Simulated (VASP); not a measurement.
Crystal: W.

```xyz
1
Lattice="-1.5823 1.5823 1.5823 1.5823 -1.5823 1.5823 1.5823 1.5823 -1.5823" Properties=species:S:1:pos:R:3 pbc="T T T"
W     0.0000    0.0000    0.0000
```

```yaml
Program: VASP 6.6.1
Task: relaxation of cell and atoms
Functional: PBE
Potentials_or_basis: VASP PAW PBE potentials, release 64 (W_sv)
Cutoff: 520 eV
k_mesh: 6 × 6 × 6
Occupations: gaussian, width 0.1 eV
Spin: no spin polarisation
```

At the start: pressure 4.3 GPa; volume 15.85 Å³/atom.

How do energy, volume and symmetry change on relaxing?

Over 4 steps the energy falls by 2.9 meV/atom and the volume is 16.06 Å³/atom (+1.4 %); space group Im-3m (No. 229, to 0.05 Å).

The path:
```tsv
step	energy change (eV)	largest force (eV/Å)	pressure (GPa)	volume (Å³)
1	0.0000	0.0000	4.31	15.85
2	0.0308	0.0000	-13.19	16.85
3	-0.0029	0.0000	-0.07	16.07
4	-0.0029	0.0000	0.01	16.06
```

Final structure:
```
W
1.0
    -1.58952    1.58952    1.58952
     1.58952   -1.58952    1.58952
     1.58952    1.58952   -1.58952
W
1
Direct
  0.00000 0.00000 0.00000
```

Caveat: the k mesh is coarse (spacing up to 0.47 Å⁻¹), so the values aren't converged.
